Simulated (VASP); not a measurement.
Runs of VASP 6.6.1 on GaB4. All rows change the cell; the cell of one of them follows. The structure is cubic, space group P-43m (No. 215). Conventional cell: a = 3.717 Å, b = 3.717 Å, c = 3.717 Å, α = 90.00°, β = 90.00°, γ = 90.00°. Ga (site symmetry -43m) is surrounded by 4 B at 2.15 Å. B (site symmetry 3m) is surrounded by 3 B at 1.74 Å. The cell was built by a generator and needn't be a form met in nature.

```csv
task,cell,k mesh,cutoff (eV),mesh quality,gap on the mesh (eV),pressure (GPa),relaxed volume (Å³/atom),largest force (eV/Å)
relaxation of cell and atoms,"relaxed from: species swapped into the SnI4 type (P-43m, No. 215)",6 × 6 × 6,600,not flagged,none,0.4,10.35,0.03
single point,"species swapped into the SnI4 type (P-43m, No. 215)",10 × 10 × 10,520,not flagged,none,0.0,-,0.01
single point,"species swapped into the SnI4 type (P-43m, No. 215)",6 × 6 × 6,520,not flagged,none,-0.1,-,-
relaxation of cell and atoms,"relaxed from: species swapped into the SnI4 type (P-43m, No. 215)",4 × 4 × 4,600,coarse,none,0.0,(a),-
single point,"species swapped into the SnI4 type (P-43m, No. 215)",4 × 4 × 4,520,coarse,none,0.1,-,(b)
relaxation of cell and atoms,"relaxed from: species swapped into the SnI4 type (P-43m, No. 215)",10 × 10 × 10,600,not flagged,none,0.0,10.35,-
```

Alike in all rows: level PBE; potentials or basis VASP PAW PBE potentials, release 64 (Ga_d, B); no spin polarisation; smearing gaussian 0.1 eV.

Task: Estimate the missing entries.

Result: (a) 10.27; (b) 0.02.

Caveats: some runs use coarse meshes.

A k mesh can miss the band edges, and the runs leave out spin-orbit coupling on Ga.

A gap of «none» marks a metal or a gap under the smearing width.
